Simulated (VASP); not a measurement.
# Al (Fm-3m) in VASP: a series of runs, part 2 of 3

VASP 6.6.1.

**3. Optical spectrum, PBE**

Contents of INCAR:

```
SYSTEM = Al
ALGO = Normal
CSHIFT = 0.1
EDIFF = 1E-7
ENCUT = 520
GGA = PE
ISIF = 2
ISMEAR = 1
LASPH = .TRUE.
LCHARG = .FALSE.
LOPTICS = .TRUE.
LREAL = .FALSE.
LWAVE = .FALSE.
NEDOS = 2000
NELM = 60
PREC = Accurate
SIGMA = 0.1
```

Contents of KPOINTS:

```
k-points
0
G
  26 26 26
  0 0 0
```

Contents of POSCAR:

```
Al                                      
1.0
    0.0000000000      2.0200000000      2.0200000000
    2.0200000000      0.0000000000      2.0200000000
    2.0200000000      2.0200000000      0.0000000000
  Al            
     1
Direct
     0.0000000000000000    0.0000000000000000    0.0000000000000000
```

Potentials or basis: VASP PAW PBE potentials, release 64 (Al).

On the command line:

```bash
cat potpaw_PBE.64/Al/POTCAR > POTCAR
mpirun -np 1 vasp_std > vasp.out
```

OUTCAR:

```text
SYSTEM = Al
   EDIFF = 1E-7
   ENCUT = 520
   GGA = PE
   ISIF = 2
   ISMEAR = 1
   LASPH = .TRUE.
   LREAL = .FALSE.
   NELM = 60
   PREC = Accurate

 ion  position               nearest neighbor table
   1  0.000  0.000  0.000-

  LATTYP: Found a face centered cubic cell.
 ALAT       =     4.0400000000

  Lattice vectors:

 A1 = (   0.0000000000,   2.0200000000,   2.0200000000)
 A2 = (   2.0200000000,   0.0000000000,   2.0200000000)
 A3 = (   2.0200000000,   2.0200000000,   0.0000000000)

Analysis of symmetry for initial positions (statically):
=====================================================================
 Subroutine PRICEL returns:
 Original cell was already a primitive cell.

 Routine SETGRP: Setting up the symmetry group for a
 face centered cubic supercell.

 Subroutine GETGRP returns: Found 48 space group operations
 (whereof 48 operations were pure point group operations)
 out of a pool of 48 trial point group operations.

The static configuration has the point symmetry O_h .

Analysis of symmetry for dynamics (positions and initial velocities):
=====================================================================
 Subroutine PRICEL returns:
 Original cell was already a primitive cell.

 Routine SETGRP: Setting up the symmetry group for a
 face centered cubic supercell.

 Subroutine GETGRP returns: Found 48 space group operations
 (whereof 48 operations were pure point group operations)
 out of a pool of 48 trial point group operations.

The dynamic configuration has the point symmetry O_h .

 Subroutine INISYM returns: Found 48 space group operations
 (whereof 48 operations are pure point group operations),
 and found     1 'primitive' translations

----------------------------------------------------------------------------------------

                                     Primitive cell

  volume of cell :      16.4848

  direct lattice vectors                    reciprocal lattice vectors
     0.000000000  2.020000000  2.020000000    -0.247524752  0.247524752  0.247524752
     2.020000000  0.000000000  2.020000000     0.247524752 -0.247524752  0.247524752
     2.020000000  2.020000000  0.000000000     0.247524752  0.247524752 -0.247524752

  length of vectors
     2.856711396  2.856711396  2.856711396     0.428725447  0.428725447  0.428725447

  position of ions in fractional coordinates (direct lattice)
     0.000000000  0.000000000  0.000000000
[... 125 lines left out ...]

 E-fermi :   8.0229     XC(G=0): -10.1998

 val. band max:        8.0178653235   @ k =  -0.3077   0.1923   0.0000
 cond. band min:       8.0241472312   @ k =  -0.2692   0.2692   0.0769
 fundamental gap:      0.0062819077
 Fermi energy:         8.0228505406

 k-point     1 :       0.0000    0.0000    0.0000
  band No.  band energies     occupation
      1      -3.1310      2.00000
      2      20.6341      0.00000
      3      20.6341      0.00000
      4      20.6341      0.00000
      5      22.1330      0.00000
[... 177 lines left out ...]
 k-point    24 :       0.3846    0.0385    0.0000
  band No.  band energies     occupation
      1       0.6166      2.00000
      2       7.2775      2.00000
      3      18.0573      0.00000
      4      19.2038      0.00000
      5      19.7634      0.00000

 [... further k-points ...]

------------------------ aborting loop because EDIFF is reached ----------------------------------------

  FORCE on cell =-STRESS in cart. coord.  units (eV):
  Direction    XX          YY          ZZ          XY          YZ          ZX
  --------------------------------------------------------------------------------------
  -------------------------------------------------------------------------------------
  Total        0.0009136      0.0009136      0.0009136     -0.0000000      0.0000000     -0.0000000
  in kB        0.0887973      0.0887973      0.0887973     -0.0000000      0.0000000     -0.0000000
  external PRESSURE =       0.0887973 kB  Pullay stress =       0.0000000 kB

 VOLUME and BASIS-vectors are now :
 -----------------------------------------------------------------------------
  energy-cutoff  :      520.00
  volume of cell :       16.48
      direct lattice vectors                 reciprocal lattice vectors
     0.000000000  2.020000000  2.020000000    -0.247524752  0.247524752  0.247524752
     2.020000000  0.000000000  2.020000000     0.247524752 -0.247524752  0.247524752
     2.020000000  2.020000000  0.000000000     0.247524752  0.247524752 -0.247524752

 POSITION                                       TOTAL-FORCE (eV/Angst)
 -----------------------------------------------------------------------------------
      0.00000      0.00000      0.00000        -0.000000      0.000000      0.000000
 -----------------------------------------------------------------------------------
    total drift:                                0.000000     -0.000000      0.000000

  FREE ENERGIE OF THE ION-ELECTRON SYSTEM (eV)
  ---------------------------------------------------
  free  energy   TOTEN  =        -3.7471727419 eV

  energy  without entropy=       -3.7470475219  energy(sigma->0) =       -3.74713100

 electrical conductivity sigma (Mega S m-1) (frequency dependency in vasprun.xml)
  --------------------------------------------------------------------------------------
       0.339       0.000       0.000
       0.000       0.339       0.000
       0.000       0.000       0.339

  frequency dependent IMAGINARY DIELECTRIC FUNCTION (independent particle, no local field effects) density-density
     E(ev)      X         Y         Z        XY        YZ        ZX
  --------------------------------------------------------------------------------------------------------------
     0.00000     0.00000     0.00000     0.00000     0.00000     0.00000     0.00000
     0.31988     9.51665     9.51665     9.51665     0.00000    -0.00000     0.00000
     0.63975    38.28720    38.28720    38.28720    -0.00000    -0.00000    -0.00000
     0.95963    15.68907    15.68907    15.68907    -0.00000    -0.00000     0.00000
     1.27950    22.82734    22.82734    22.82734    -0.00000    -0.00000     0.00000
     1.59938    29.59874    29.59874    29.59874    -0.00000    -0.00000    -0.00000
[... 92 lines left out ...]
    31.34782     0.00049     0.00049     0.00049    -0.00000    -0.00000     0.00000
    31.66769     0.00048     0.00048     0.00048    -0.00000    -0.00000     0.00000

  frequency dependent      REAL DIELECTRIC FUNCTION (independent particle, no local field effects) density-density
     E(ev)        X           Y           Z          XY          YZ          ZX
  --------------------------------------------------------------------------------------------------------------
     0.00000    40.07005    40.07005    40.07005     0.00000    -0.00000     0.00000
     0.31988    48.62077    48.62077    48.62077     0.00000    -0.00000     0.00000
     0.63975    10.20529    10.20529    10.20529    -0.00000     0.00000     0.00000
     0.95963    20.47880    20.47880    20.47880    -0.00000    -0.00000     0.00000
     1.27950    26.66474    26.66474    26.66474     0.00000     0.00000    -0.00000
     1.59938    -9.85824    -9.85824    -9.85824     0.00000     0.00000    -0.00000
[... 92 lines left out ...]
    31.34782     0.92420     0.92420     0.92420     0.00000     0.00000    -0.00000
    31.66769     0.92575     0.92575     0.92575     0.00000     0.00000    -0.00000

  frequency dependent IMAGINARY DIELECTRIC FUNCTION (independent particle, no local field effects) current-current
     E(ev)      X         Y         Z        XY        YZ        ZX
  --------------------------------------------------------------------------------------------------------------
     0.00000   476.68943   476.68943   476.68943     0.00000    -0.00000     0.00000
     0.31988    38.11728    38.11728    38.11728     0.00000    -0.00000     0.00000
     0.63975    39.26613    39.26613    39.26613     0.00000    -0.00000     0.00000
     0.95963    19.74029    19.74029    19.74029    -0.00000    -0.00000    -0.00000
     1.27950    26.69334    26.69334    26.69334     0.00000     0.00000    -0.00000
     1.59938    27.86876    27.86876    27.86876     0.00000     0.00000    -0.00000
[... 92 lines left out ...]
    31.34782     0.00001     0.00001     0.00001    -0.00000     0.00000     0.00000
    31.66769     0.00001     0.00001     0.00001    -0.00000     0.00000     0.00000

  frequency dependent      REAL DIELECTRIC FUNCTION (independent particle, no local field effects) current-current
     E(ev)        X           Y           Z          XY          YZ          ZX
  --------------------------------------------------------------------------------------------------------------
     0.00000    36.49062    36.49062    36.49062     0.00000    -0.00000     0.00000
     0.31988    42.76802    42.76802    42.76802     0.00000    -0.00000     0.00000
     0.63975    -1.22892    -1.22892    -1.22892    -0.00000     0.00000    -0.00000
     0.95963    17.39885    17.39885    17.39885    -0.00000     0.00000    -0.00000
     1.27950    23.52147    23.52147    23.52147     0.00000     0.00000    -0.00000
     1.59938   -13.12221   -13.12221   -13.12221    -0.00000    -0.00000     0.00000
[... 92 lines left out ...]
    31.34782     0.92460     0.92460     0.92460    -0.00000     0.00000    -0.00000
    31.66769     0.92614     0.92614     0.92614    -0.00000     0.00000    -0.00000
```

stdout:

```text
POSCAR found type information on POSCAR Al
 POSCAR found :  1 types and       1 ions
 scaLAPACK will be used
 LDA part: xc-table for (Slater+PW92), standard interpolation
 POSCAR, INCAR and KPOINTS ok, starting setup
 FFT: planning ... GRIDC
 FFT: planning ... GRID_SOFT
 FFT: planning ... GRID
 WAVECAR not read
 entering main loop
 optical routines
 imaginary and real dielectric function
 recalculating local potential from charge density
 direction            1
 direction            2
 direction            3
```

It took 11 s on 1 thread of Intel Xeon 6975P-C (Granite Rapids), shared host; peak memory 0.21 GiB.

Results:

| Quantity | Value |
| --- | --- |
| Free energy | -3.7472 eV |
| Pressure | 0.0 GPa |
| Band gap on the k mesh | none (metal or under the smearing width) |

Levels at points of the mesh, in eV from the Fermi level:
| k point | band 1 | band 2 | band 3 | band 4 | band 5 |
| --- | --- | --- | --- | --- | --- |
| (0.00, 0.00, 0.00) | -11.15 | 12.61 | 12.61 | 12.61 | 14.11 |
| (0.50, 0.00, 0.00) | -4.61 | -4.39 | 11.41 | 11.41 | 11.45 |
| (0.50, 0.50, 0.00) | -2.94 | -1.61 | 5.25 | 5.59 | 5.59 |

Dielectric function (mean over the directions given):
```tsv
energy (eV)	real part	imaginary part
0.29	46.77	7.21
1.25	24.37	20.82
2.30	-16.08	9.17
3.36	-7.54	2.51
4.41	-4.30	1.76
5.37	-1.02	1.46
6.43	-0.63	0.34
7.49	-0.37	0.12
8.54	-0.09	0.10
9.60	0.11	0.10
10.56	0.33	0.12
11.61	0.45	0.06
12.67	0.53	0.03
13.72	0.58	0.02
14.78	0.63	0.03
15.74	0.69	0.03
16.79	0.73	0.02
17.85	0.76	0.01
18.90	0.78	0.01
19.96	0.81	0.01
```

Caveat: independent-particle spectra lack excitons; the intraband (Drude) part of a metal's response may be missing.

**4. Optical spectrum, PBE**

INCAR is that of step 3.

Contents of KPOINTS:

```
k-points
0
G
  36 36 36
  0 0 0
```

POSCAR is that of step 3.

Potentials or basis: VASP PAW PBE potentials, release 64 (Al).

On the command line:

```bash
cat potpaw_PBE.64/Al/POTCAR > POTCAR
mpirun -np 1 vasp_std > vasp.out
```

OUTCAR:

```text
SYSTEM = Al
   EDIFF = 1E-7
   ENCUT = 520
   GGA = PE
   ISIF = 2
   ISMEAR = 1
   LASPH = .TRUE.
   LREAL = .FALSE.
   NELM = 60
   PREC = Accurate

 ion  position               nearest neighbor table
   1  0.000  0.000  0.000-

  LATTYP: Found a face centered cubic cell.
[... 529 lines left out ...]
     0.64769     7.79716     7.79716     7.79716    -0.00000     0.00000    -0.00000
     0.97153    12.70245    12.70245    12.70245    -0.00000     0.00000    -0.00000
     1.29538    27.10250    27.10250    27.10250    -0.00000     0.00000    -0.00000
     1.61922     4.66154     4.66154     4.66154    -0.00000     0.00000    -0.00000
[... 92 lines left out ...]
    31.73680     0.92452     0.92452     0.92452    -0.00000     0.00000    -0.00000
    32.06065     0.92607     0.92607     0.92607    -0.00000     0.00000    -0.00000

  frequency dependent IMAGINARY DIELECTRIC FUNCTION (independent particle, no local field effects) current-current
     E(ev)      X         Y         Z        XY        YZ        ZX
  --------------------------------------------------------------------------------------------------------------
     0.00000   605.16625   605.16625   605.16625    -0.00000     0.00000    -0.00000
     0.32384    59.70971    59.70971    59.70971    -0.00000     0.00000    -0.00000
     0.64769    37.45489    37.45489    37.45489     0.00000     0.00000    -0.00000
     0.97153    19.08187    19.08187    19.08187    -0.00000    -0.00000     0.00000
     1.29538    27.63478    27.63478    27.63478    -0.00000     0.00000    -0.00000
     1.61922    38.97334    38.97334    38.97334     0.00000     0.00000    -0.00000
[... 92 lines left out ...]
    31.73680     0.00001     0.00001     0.00001    -0.00000    -0.00000    -0.00000
    32.06065     0.00001     0.00001     0.00001    -0.00000    -0.00000    -0.00000

  frequency dependent      REAL DIELECTRIC FUNCTION (independent particle, no local field effects) current-current
     E(ev)        X           Y           Z          XY          YZ          ZX
  --------------------------------------------------------------------------------------------------------------
     0.00000    46.10095    46.10095    46.10095    -0.00000     0.00000    -0.00000
     0.32384    42.26378    42.26378    42.26378     0.00000     0.00000    -0.00000
     0.64769    -2.18454    -2.18454    -2.18454    -0.00000    -0.00000     0.00000
     0.97153     9.61481     9.61481     9.61481    -0.00000    -0.00000     0.00000
     1.29538    23.77475    23.77475    23.77475     0.00000    -0.00000    -0.00000
     1.61922     0.44579     0.44579     0.44579     0.00000    -0.00000     0.00000
[... 92 lines left out ...]
    31.73680     0.92501     0.92501     0.92501    -0.00000    -0.00000     0.00000
    32.06065     0.92655     0.92655     0.92655    -0.00000    -0.00000     0.00000
```

OSZICAR:

```text
N       E                     dE             d eps       ncg     rms          rms(c)
DAV:   1    -0.153285834359E+01   -0.15329E+01   -0.86541E+02 13040   0.328E+02
DAV:   2    -0.374728608750E+01   -0.22144E+01   -0.20306E+01 16070   0.310E+01
DAV:   3    -0.376883456121E+01   -0.21548E-01   -0.21485E-01 16200   0.348E+00
DAV:   4    -0.376891136841E+01   -0.76807E-04   -0.76749E-04 16625   0.200E-01
DAV:   5    -0.376891184453E+01   -0.47611E-06   -0.47528E-06 16555   0.126E-02    0.130E+00
DAV:   6    -0.375590038962E+01    0.13011E-01   -0.16466E-03 14580   0.309E-01    0.759E-01
DAV:   7    -0.374639899707E+01    0.95014E-02   -0.49582E-03 14280   0.502E-01    0.146E-01
DAV:   8    -0.374639528838E+01    0.37087E-05   -0.23901E-05 15500   0.523E-02    0.724E-03
DAV:   9    -0.374639378903E+01    0.14993E-05   -0.99855E-07 15565   0.693E-03    0.116E-03
DAV:  10    -0.374639340308E+01    0.38595E-06   -0.52018E-09 12845   0.797E-04    0.806E-04
DAV:  11    -0.374639333311E+01    0.69969E-07   -0.26776E-10  8020   0.159E-04
   1 F= -.37463933E+01 E0= -.37463913E+01  d E =-.607165E-05
 imaginary and real dielectric function
```

stdout:

```text
POSCAR found type information on POSCAR Al
 POSCAR found :  1 types and       1 ions
 scaLAPACK will be used
 LDA part: xc-table for (Slater+PW92), standard interpolation
 POSCAR, INCAR and KPOINTS ok, starting setup
 FFT: planning ... GRIDC
 FFT: planning ... GRID_SOFT
 FFT: planning ... GRID
 WAVECAR not read
 entering main loop
 optical routines
 imaginary and real dielectric function
 recalculating local potential from charge density
 direction            1
 direction            2
 direction            3
```

Run time: 26 s. Hardware: 1 thread of Intel Xeon 6975P-C (Granite Rapids), shared host; peak memory 0.34 GiB.

What came out:

```
Free energy            : -3.7464 eV
Pressure               : 0.0 GPa
Band gap on the k mesh : none (metal or under the smearing width)
```

Levels at points of the mesh, in eV from the Fermi level:
```csv
k point,band 1,band 2,band 3,band 4,band 5
"(0.00, 0.00, 0.00)",-11.14,12.62,12.62,12.62,14.12
"(0.50, 0.00, 0.00)",-4.60,-4.38,11.42,11.42,11.46
"(0.50, 0.50, 0.00)",-2.93,-1.60,5.26,5.60,5.60
```

Dielectric function (mean over the directions given):
```tsv
energy (eV)	real part	imaginary part
0.29	59.45	21.48
1.26	25.60	20.91
2.33	-5.77	15.91
3.30	-7.67	5.29
4.37	-3.74	1.08
5.44	-1.69	0.41
6.41	-0.89	0.26
7.48	-0.33	0.24
8.55	-0.04	0.21
9.52	0.15	0.14
10.59	0.28	0.11
11.56	0.39	0.08
12.63	0.49	0.04
13.70	0.57	0.03
14.67	0.63	0.02
15.74	0.68	0.02
16.81	0.72	0.01
17.78	0.75	0.01
18.85	0.78	0.01
19.92	0.80	0.01
```

Caveat: independent-particle spectra lack excitons; the intraband (Drude) part of a metal's response may be missing.

(Part 2 of 3 ends here.)
